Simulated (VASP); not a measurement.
# A VASP study of TiB2 (PBEsol): structure first, properties next, part 2 of 5

Wanted: the relaxed cell of TiB2 and its properties. The start is a cell from a database of measured crystal structures.

VASP 6.6.1; PBEsol; plane waves and PAW (Ti_sv, B).

So far. Step 2 (Full relaxation (PBEsol)): It ends with forces that vanish by symmetry and a pressure of -0.06 GPa. The volume lies -2.0 % from that of the database's start, which holds the thermal and zero-point expansion of its experiment. Step 3 (Second relaxation): It ends with forces that vanish by symmetry and a pressure of 0.03 GPa. The volume moved by under 0.01 %: the run met its threshold at the first step. The relaxed cell has a = 3.017, c = 3.191 Å (conventional setting).

## Step 4: Density, ELF and potential (PBEsol)

The relaxed cell gets a fresh self-consistent run, on a basis set for its own volume, to fix the density and to check the remaining stress.

File INCAR:

```
SYSTEM = TiB2
PREC = Accurate
ENCUT = 420
EDIFF = 1E-06
NELM = 100
ISMEAR = 0
SIGMA = 0.05
LREAL = .FALSE.
ALGO = Normal
GGA = PS
NBANDS = 15
LASPH = .TRUE.
LORBIT = 11
LWAVE = .FALSE.
LCHARG = .TRUE.
ISIF = 2
LELF = .TRUE.
LVHAR = .TRUE.
```

File POSCAR:

```
TiB2
1.0
    3.0166664090      0.0000000000      0.0000000000
   -1.5083332045      2.6125097449      0.0000000000
    0.0000000000      0.0000000000      3.1914937477
Ti B
1 2
Direct
    0.0000000000      0.0000000000      0.0000000000
    0.3333333333      0.6666666667      0.5000000000
    0.6666666667      0.3333333333      0.5000000000
```

File KPOINTS:

```
Automatic mesh
0
Gamma
10 10 8
0 0 0
```

The projector-augmented-wave data sets are Ti_sv and B (PBE family, release 64).

Launch:

```bash
> mpirun -np 2 vasp_std
```

The log of the run:

```text
[banner, memory and clock lines left out]
running    2 mpi-ranks, on    1 nodes
 distrk:  each k-point on    2 cores,    1 groups
 distr:  one band on    1 cores,    2 groups

 POSCAR found type information on POSCAR TiB
 POSCAR found :  2 types and       3 ions
 [... a notice as in an earlier step ...]

 LDA part: xc-table for (Slater+PW92), standard interpolation
|                                                                             |
|           W    W    AA    RRRRR   N    N  II  N    N   GGGG   !!!           |
|           W    W   A  A   R    R  NN   N  II  NN   N  G    G  !!!           |
|           W    W  A    A  R    R  N N  N  II  N N  N  G       !!!           |
|           W WW W  AAAAAA  RRRRR   N  N N  II  N  N N  G  GGG   !            |
|           WW  WW  A    A  R   R   N   NN  II  N   NN  G    G                |
|           W    W  A    A  R    R  N    N  II  N    N   GGGG   !!!           |
|                                                                             |
|     The number of bands has been changed from the values supplied in        |
|     The orbitals not found in the WAVECAR file will be initialized with     |
|     random numbers, which is usually adequate. For correlated               |
|     calculations, however, you should redo the groundstate calculation.     |
|     I found NBANDS = 15. Now, NBANDS = 16.                                  |
|                                                                             |

 POSCAR, INCAR and KPOINTS ok, starting setup
 FFT: planning ... GRIDC
 FFT: planning ... GRID_SOFT
 FFT: planning ... GRID
 WAVECAR not read
 entering main loop
       N       E                     dE             d eps       ncg     rms          rms(c)
DAV:   1     0.104448319668E+03    0.10445E+03   -0.79628E+03  2248   0.112E+03
DAV:   2    -0.249466577308E+02   -0.12939E+03   -0.12497E+03  2424   0.313E+02
DAV:   3    -0.307116475570E+02   -0.57650E+01   -0.57224E+01  3240   0.664E+01
DAV:   4    -0.308422707966E+02   -0.13062E+00   -0.13060E+00  2624   0.898E+00
DAV:   5    -0.308466319252E+02   -0.43611E-02   -0.43610E-02  3216   0.133E+00    0.175E+01
DAV:   6    -0.257844179881E+02    0.50622E+01   -0.19688E+01  3128   0.489E+01    0.390E+00
DAV:   7    -0.257795889888E+02    0.48290E-02   -0.95094E-01  2392   0.111E+01    0.354E+00
DAV:   8    -0.257821846166E+02   -0.25956E-02   -0.82940E-02  3624   0.237E+00    0.658E-01
DAV:   9    -0.257793502552E+02    0.28344E-02   -0.33482E-02  2752   0.231E+00    0.240E-01
DAV:  10    -0.257788897964E+02    0.46046E-03   -0.20259E-03  2688   0.548E-01    0.603E-02
DAV:  11    -0.257789334820E+02   -0.43686E-04   -0.62410E-04  2936   0.297E-01    0.704E-02
DAV:  12    -0.257788910875E+02    0.42394E-04   -0.14313E-04  2600   0.156E-01    0.194E-02
DAV:  13    -0.257788910071E+02    0.80428E-07   -0.69936E-06  3168   0.227E-02
   1 F= -.25778891E+02 E0= -.25778024E+02  d E =-.173349E-02
```

The job ended after 25 s (2 MPI ranks of AMD EPYC 7R43, shared host; peak memory 0.19 GiB; 47 s of CPU time).

OUTCAR, selected parts (step 4):

```text
The static configuration has the point symmetry D_6h.

 Found     70 irreducible k-points:

   k-points           NKPTS =     70   k-points in BZ     NKDIM =     70   number of bands    NBANDS=     16

   NELECT =      18.0000    total number of electrons

 E-fermi :  10.0481

 k-point     1 :       0.0000    0.0000    0.0000
  band No.  band energies     occupation
    ...
      5      -3.4339      2.00000
      6       7.4413      2.00000
      7       7.4413      2.00000
      8       7.9015      2.00000
      9       7.9502      2.00000
     10      12.0843      0.00000
     11      12.0843      0.00000
     12      13.9451      0.00000
     13      13.9451      0.00000
     14      15.9266      0.00000
    ...

 k-point     2 :       0.1000    0.0000    0.0000
  band No.  band energies     occupation
    ...
      5      -3.2390      2.00000
      6       6.9030      2.00000
      7       7.4127      2.00000
      8       7.7366      2.00000
      9       8.0447      2.00000
     10      12.0268      0.00000
     11      12.4260      0.00000
     12      13.2249      0.00000
     13      13.3539      0.00000
     14      16.6250      0.00000
    ...

  Total        0.0059769      0.0059769      0.0049002      0.0000000      0.0000000     -0.0000000
  in kB        0.3807205      0.3807205      0.3121379      0.0000000      0.0000000     -0.0000000
  external PRESSURE =       0.3578596 kB  Pullay stress =       0.0000000 kB

 POSITION                                       TOTAL-FORCE (eV/Angst)
 -----------------------------------------------------------------------------------
      0.00000      0.00000      0.00000        -0.000000      0.000000      0.000000
     -0.00000      1.74167      1.59575        -0.000000      0.000000      0.000000
      1.50833      0.87084      1.59575         0.000000     -0.000000      0.000000
 -----------------------------------------------------------------------------------
    total drift:                               -0.000000      0.000000      0.000000

  FREE ENERGIE OF THE ION-ELECTRON SYSTEM (eV)
  ---------------------------------------------------
  free  energy   TOTEN  =       -25.7788910071 eV

  energy  without entropy=      -25.7771575162  energy(sigma->0) =      -25.77802426

[... 8 parts as in an earlier step ...]

[... 5 further parts left out ...]
```

This step gave:

- SCF cycles: 13
- bands: 16
- pressure: 0.03579 GPa

Valence electrons inside each PAW sphere by angular momentum. Sphere charges, by row:

```csv
atom,s (e),p (e),d (e),tot (e)
Ti1,2.182,6.223,2.068,10.47
B2,0.688,1.335,0,2.023
B3,0.688,1.335,0,2.023
```

ELF in the ab plane at fractional z = 0.500, with atoms of B within 0.2 Å of it. It is the smooth field of the valence electrons, not physical close to the nuclei.

Ten even steps from '0' (0.01) to '9' (0.86):
```
2235789999875322
3356777777765332
4566543345665433
6775310035776555
7874100147877667
9973000379987678
9973013799975579
9974347999743479
9975579997310379
9876789973000379
7766778741001478
6555677530013577
4334566543345665
3233567777777653
2223578999987532
1234679999976432
```
Columns run along a (3.0 Å), rows up along b (3.0 Å). Atoms in or near the plane, at fractional coordinates: B at (0.33, 0.67), B at (0.67, 0.33).

Valence density in the ab plane at fractional z = 0.500, with atoms of B within 0.2 Å of it. It is the smooth field of the valence electrons, not physical close to the nuclei.

Ten even steps from '0' (0.19 e/Å³) to '9' (0.86 e/Å³):
```
0012368998632100
0123579997532100
1235788887532111
2357765677532222
4678622687643333
6898525898665556
8998668998877778
9998789999987899
8877778899866899
6655566898525898
4333346786226876
2222235776567753
1111235788887532
0001235799975321
0001236899863210
0001246898642100
```
Columns run along a (3.0 Å), rows up along b (3.0 Å). Atoms in or near the plane, at fractional coordinates: B at (0.33, 0.67), B at (0.67, 0.33).

Electrostatic potential energy in the ab plane at fractional z = 0.500, with atoms of B within 0.2 Å of it. With pseudopotentials it is smooth inside the atoms' cores, unlike the true potential.

Ten even steps from '_' (-32 eV) to '@' (0 eV):
```
@@@@@@@@@@%%**++++**%%@@@@@@@@@@
@@@@@@@@##==..__..==##@@@@@@@@@@
@@@@@@##::__....__::##@@@@@@@@@@
@@@@##::__++@@++__::##@@@@@@@@@@
%%%%==__++@@@@++__==%%%%@@@@@@@@
%%**....@@@@@@....**%%%%######%%
##++__..++++..__++##**==::::==**
##++..______..++##++..______..++
##**==::::==**##++__..++++..__++
%%%%######%%%%**....@@@@@@....**
%%@@@@@@@@%%%%==__++@@@@++__==%%
@@@@@@@@@@@@##::__++@@++__::##@@
@@@@@@@@@@@@##::__....__::##@@@@
@@@@@@@@@@@@##==..__..==##@@@@@@
@@@@@@@@@@@@%%**++++**%%@@@@@@@@
@@@@@@@@@@%%%%######%%%%@@@@@@@@
```
Columns run along a (3.0 Å; values clipped at the 3rd and 97th percentile), rows up along b (3.0 Å). Atoms in or near the plane, at fractional coordinates: B at (0.33, 0.67), B at (0.67, 0.33).

In this run the pressure is 0.04 GPa, small enough to go on.

## Step 5: Bands along the symmetry lines (PBEsol)

The mesh alone shows little of the dispersion and can miss band extrema, so KPOINTS_OPT adds a path through the symmetry points after the self-consistent cycle.

File INCAR:

```
SYSTEM = TiB2
PREC = Accurate
ENCUT = 420
EDIFF = 1E-06
NELM = 100
ISMEAR = 0
SIGMA = 0.05
LREAL = .FALSE.
ALGO = Normal
GGA = PS
NBANDS = 22
LASPH = .TRUE.
LORBIT = 11
LWAVE = .FALSE.
LCHARG = .FALSE.
KPAR = 2
```

POSCAR is that of step 4.

KPOINTS is that of step 4.

File KPOINTS_OPT:

```
Line mode
16
Line-mode
Reciprocal
  0.00000000   0.00000000   0.00000000 GAMMA
  0.50000000   0.00000000   0.00000000 M

  0.50000000   0.00000000   0.00000000 M
  0.33333333   0.33333333   0.00000000 K

  0.33333333   0.33333333   0.00000000 K
  0.00000000   0.00000000   0.00000000 GAMMA

  0.00000000   0.00000000   0.00000000 GAMMA
  0.00000000   0.00000000   0.50000000 A

  0.00000000   0.00000000   0.50000000 A
  0.50000000   0.00000000   0.50000000 L

  0.50000000   0.00000000   0.50000000 L
  0.33333333   0.33333333   0.50000000 H

  0.33333333   0.33333333   0.50000000 H
  0.00000000   0.00000000   0.50000000 A

  0.50000000   0.00000000   0.50000000 L
  0.50000000   0.00000000   0.00000000 M

  0.33333333   0.33333333   0.00000000 K
  0.33333333   0.33333333   0.50000000 H
```

Launch:

```bash
> mpirun -np 2 vasp_std
```

The log of the run:

```text
[... set-up lines as in an earlier step ...]
 entering main loop
       N       E                     dE             d eps       ncg     rms          rms(c)
DAV:   1     0.116009803882E+03    0.11601E+03   -0.70985E+03  3112   0.816E+02
DAV:   2    -0.240586695703E+02   -0.14007E+03   -0.13236E+03  3272   0.251E+02
DAV:   3    -0.307157536589E+02   -0.66571E+01   -0.65770E+01  3778   0.556E+01
DAV:   4    -0.308443974645E+02   -0.12864E+00   -0.12851E+00  3414   0.727E+00
DAV:   5    -0.308467048768E+02   -0.23074E-02   -0.23074E-02  3652   0.890E-01    0.175E+01
DAV:   6    -0.257921679480E+02    0.50545E+01   -0.12439E+01  3782   0.356E+01    0.381E+00
DAV:   7    -0.257817824728E+02    0.10385E-01   -0.77366E-01  3542   0.785E+00    0.357E+00
DAV:   8    -0.257840957502E+02   -0.23133E-02   -0.59958E-02  4046   0.180E+00    0.603E-01
DAV:   9    -0.257794091673E+02    0.46866E-02   -0.33132E-02  3436   0.188E+00    0.298E-01
DAV:  10    -0.257788581610E+02    0.55101E-03   -0.16268E-03  3640   0.402E-01    0.837E-02
DAV:  11    -0.257788932636E+02   -0.35103E-04   -0.44982E-04  3766   0.176E-01    0.388E-02
DAV:  12    -0.257788920553E+02    0.12082E-05   -0.38698E-05  3470   0.640E-02    0.855E-03
DAV:  13    -0.257788913775E+02    0.67788E-06   -0.40401E-06  3558   0.176E-02
   1 F= -.25778891E+02 E0= -.25778025E+02  d E =-.173301E-02
 Start KPOINTS_OPT (optional k-point list driver)
k-point batch [1-70\144]
       N       E                     dE             ncg
DAV:   1    -0.219102852435E+04   -0.29637E+05     3102
DAV:   2    -0.120149461392E+05   -0.98239E+04     3302
DAV:   3    -0.124890705485E+05   -0.47412E+03     3658
DAV:   4    -0.124976622014E+05   -0.85917E+01     3404
DAV:   5    -0.124977753213E+05   -0.11312E+00     3604
DAV:   6    -0.124977772394E+05   -0.19181E-02     3400
DAV:   7    -0.124977772801E+05   -0.40751E-04     3526
DAV:   8    -0.124977772810E+05   -0.87829E-06     2358
[...]
k-point batch [141-144\144]
       N       E                     dE             ncg
DAV:   1     0.477928086715E+05   -0.33079E+04      176
DAV:   2     0.472460708102E+05   -0.54674E+03      182
DAV:   3     0.472246252302E+05   -0.21446E+02      232
DAV:   4     0.472243468772E+05   -0.27835E+00      200
DAV:   5     0.472243437357E+05   -0.31415E-02      256
DAV:   6     0.472243436838E+05   -0.51955E-04      206
DAV:   7     0.472243436827E+05   -0.10778E-05      256
DAV:   8     0.472243436827E+05   -0.20606E-07      168
```

The job ended after 58 s (2 MPI ranks; peak memory 0.26 GiB).

OUTCAR, selected parts (step 5):

```text
   k-points           NKPTS =     70   k-points in BZ     NKDIM =     70   number of bands    NBANDS=     22

   NELECT =      18.0000    total number of electrons

 E-fermi :  10.0488

 k-point     1 :       0.0000    0.0000    0.0000
  band No.  band energies     occupation
    ...
      5      -3.4337      2.00000
      6       7.4417      2.00000
      7       7.4417      2.00000
      8       7.9017      2.00000
      9       7.9507      2.00000
     10      12.0853      0.00000
     11      12.0853      0.00000
     12      13.9461      0.00000
     13      13.9461      0.00000
     14      15.9267      0.00000
    ...

  Total       -0.0156474     -0.0156474     -0.0174102      0.0000000      0.0000000      0.0000000
  in kB       -0.9967199     -0.9967199     -1.1090108      0.0000000      0.0000000      0.0000000
  external PRESSURE =      -1.0341502 kB  Pullay stress =       0.0000000 kB

  FREE ENERGIE OF THE ION-ELECTRON SYSTEM (eV)
  ---------------------------------------------------
  free  energy   TOTEN  =       -25.7788913775 eV

  energy  without entropy=      -25.7771583643  energy(sigma->0) =      -25.77802487

[... 9 parts as in an earlier step ...]

[... 8 further parts left out ...]
```

This step gave:

```yaml
bands: 22
pressure: -0.1034 GPa
```

Electronic bands along the path, in eV, zero at the Fermi level; # counts the bands kept, so #1 is VASP's band 5:

| point | #2 | #3 | #4 | #5 | #6 | #7 | #8 | #9 |
| --- | --- | --- | --- | --- | --- | --- | --- | --- |
| Γ | -2.61 | -2.61 | -2.15 | -2.10 | 2.04 | 2.04 | 3.90 | 3.90 |
| 0.53 of the way | -5.51 | -2.87 | -2.85 | -1.84 | 1.71 | 2.25 | 2.63 | 3.58 |
| M | -9.14 | -3.21 | -3.15 | -2.27 | 1.47 | 2.88 | 3.39 | 3.56 |
| 0.47 of the way | -8.95 | -5.15 | -2.84 | -0.54 | 0.01 | 2.36 | 3.04 | 5.30 |
| K | -8.25 | -7.36 | -1.78 | -1.78 | 1.49 | 1.49 | 2.09 | 7.20 |
| 0.47 of the way | -5.69 | -4.28 | -2.85 | -0.83 | 0.99 | 1.57 | 3.06 | 4.59 |
| Γ | -2.61 | -2.61 | -2.15 | -2.10 | 2.04 | 2.04 | 3.90 | 3.90 |
| 0.47 of the way | -5.24 | -2.02 | -2.02 | 0.38 | 0.78 | 0.78 | 2.72 | 2.72 |
| A | -7.61 | -0.47 | -0.47 | -0.16 | -0.16 | 0.51 | 0.51 | 1.86 |
| 0.53 of the way | -5.97 | -4.93 | -3.65 | -1.54 | 1.73 | 2.30 | 2.86 | 3.64 |
| L | -7.46 | -4.65 | -3.83 | -3.07 | 2.69 | 3.08 | 4.77 | 4.85 |
| 0.47 of the way | -7.63 | -5.15 | -3.53 | -3.13 | 2.70 | 3.47 | 4.38 | 4.73 |
| H | -8.53 | -5.66 | -3.13 | -3.13 | 2.70 | 4.52 | 4.52 | 4.71 |
| 0.47 of the way | -5.49 | -5.39 | -4.33 | -1.90 | 2.04 | 2.47 | 3.20 | 4.19 |
| A | -7.61 | -0.47 | -0.47 | -0.16 | -0.16 | 0.51 | 0.51 | 1.86 |
| jump to L | -7.46 | -4.65 | -3.83 | -3.07 | 2.69 | 3.08 | 4.77 | 4.85 |
| 0.47 of the way | -8.49 | -4.12 | -3.11 | -2.73 | 1.98 | 2.99 | 3.24 | 4.86 |
| M | -9.14 | -3.21 | -3.15 | -2.27 | 1.47 | 2.88 | 3.39 | 3.56 |
| jump to K | -8.25 | -7.36 | -1.78 | -1.78 | 1.49 | 1.49 | 2.09 | 7.20 |
| 0.47 of the way | -8.37 | -6.66 | -2.56 | -2.56 | 2.38 | 2.77 | 2.77 | 6.15 |
| H | -8.53 | -5.66 | -3.13 | -3.13 | 2.70 | 4.52 | 4.52 | 4.71 |

Of the projections kept (Ti, B), the largest for each band there; the rest of the weight can lie on other orbitals:

| point | #2 | #3 | #4 | #5 | #6 | #7 | #8 | #9 |
| --- | --- | --- | --- | --- | --- | --- | --- | --- |
| Γ | B 0.57 | B 0.57 | B 0.82 | Ti 0.99 | Ti 1.00 | Ti 1.00 | Ti 0.64 | Ti 0.64 |
| M | B 0.87 | B 0.93 | Ti 0.61 | Ti 0.90 | Ti 1.00 | Ti 0.98 | Ti 0.91 | B 0.90 |
| K | B 0.84 | B 0.71 | Ti 0.68 | Ti 0.68 | Ti 0.86 | Ti 0.86 | Ti 0.89 | Ti 0.57 |
| Γ | B 0.57 | B 0.57 | B 0.82 | Ti 0.99 | Ti 1.00 | Ti 1.00 | Ti 0.64 | Ti 0.64 |
| A | B 0.54 | B 1.00 | B 1.00 | Ti 0.86 | Ti 0.86 | Ti 1.00 | Ti 1.00 | Ti 0.94 |
| L | B 0.88 | B 0.68 | Ti 0.72 | B 0.65 | Ti 0.99 | Ti 1.00 | Ti 0.85 | Ti 0.76 |

The electronic bands as a text plot (rows in eV, shown from -8.0 to 5.9 only):

```
    5.6 |                   *           ** *  *         *     **
    5.0 |              *                *** *  *      ***       *
    4.4 |        *                     ** ***** *     *  *      *
    3.9 |*   ****       *   **        **   *  ** *     *  *    *
    3.3 | * *  ***    ** ***  *      ** ***    **     **      *
    2.7 |  ********  *  ***    *     * ************   * ***  ****
    2.1 |****     ***    ****     *****         ****** *** ***
    1.5 |   *****  *** ***   *  ** * *           * *      ***
    1.0 |          * **       *  * **             ***
    0.4 |        *    **       *  *                 **
   -0.2 |         *   *       * ** *               * *
   -0.8 |         *  * *     *   ** *             *
   -1.4 |        * **   **      *    *           *  *
   -1.9 |****** *  **     *** **   *  *         *          **
   -2.5 |****  *  *  **  *****      *  *       *   *    ***  *
   -3.1 | * ******     *****        **  *******   **  *****   ***
   -3.7 |       *       *    *        * ***   *   *   *  *
   -4.2 |  *     *       *           * *       * *     **
   -4.8 |   *          *      *        ****     **    *
   -5.4 |               *      *      *    *****                *
   -6.0 |         *   **                        **             *
   -6.6 |    *       *               * *          *          **
   -7.1 |          ** *         ** **   *      *   *       **
   -7.7 |     *     **            *      ***  *     ***
         Γ      M   K       Γ     A      L   H      A|L   M|K   H
```

There is no gap at this level.

Of the bands kept, 2 cross the Fermi level on this path.

[end of part 2 of 5]

[Lines on the potential files, build, host, timing and source positions are cut from VASP's logs without a mark.]

[Logs are printed without paths, hosts, clocks, repeated set-up lines and the standing remarks that a program may print on its own settings, such as how far it seeks lower states.]

[Hosts, paths, dates, database ids (printed as entryN), source tags and the programs' standing remarks are cut or masked in the printed files.]

[A measured line is paired with the nearest computed mode of its activity, which favours agreement.]
